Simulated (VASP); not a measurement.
Here is the system:

```
Ga2O3
1.0
    6.16234    -1.52927     0.00000
    6.16234     1.52927     0.00000
   -1.38911     0.00000     5.67069
Ga O
4 6
Cartesian
  3.25277   0.00000   3.88595
  7.68280   0.00000   1.78474
 10.92461   0.00000   1.16368
  0.01096   0.00000   4.50701
  5.17327   0.00000   4.21525
  5.76230   0.00000   1.45544
  9.58123   0.00000   2.47679
  1.35434   0.00000   3.19390
  1.87579   0.00000   0.61896
  9.05978   0.00000   5.05174
```

All values below come from PBE GGA, VASP's PBE PAW potentials (set 64) (plane waves; VASP). Run with 400 eV cut-off, 7×7×4 Γ-centred mesh, Gaussian smearing of 0.010 eV, potentials Ga_d O.

At this cut-off the stress carries a Pulay error, which pulls relaxed volumes low.

Q: Which forces act on the atoms, in eV/Å?

A: 
| atom | Fx | Fy | Fz |
|---|---|---|---|
| Ga1 | 0.038 | 0.000 | 0.076 |
| Ga2 | -0.038 | 0.000 | -0.076 |
| Ga3 | 0.047 | 0.000 | -0.033 |
| Ga4 | -0.047 | 0.000 | 0.033 |
| O5 | 0.043 | 0.000 | -0.007 |
| O6 | -0.043 | 0.000 | 0.007 |
| O7 | 0.039 | 0.000 | -0.015 |
| O8 | -0.039 | 0.000 | 0.015 |
| O9 | 0.101 | 0.000 | -0.010 |
| O10 | -0.101 | 0.000 | 0.010 |

Q: Give the stress tensor in GPa (positive for a compressed cell).

A: 
```
-0.76   0.00   0.14
 0.00  -0.47   0.00
 0.14   0.00  -0.92
```
The pressure is its mean diagonal, -0.72 GPa.

The structure comes from a computed database's Ga2O3 entry; how it stands against other phases isn't given here. The cell was not relaxed at this level.
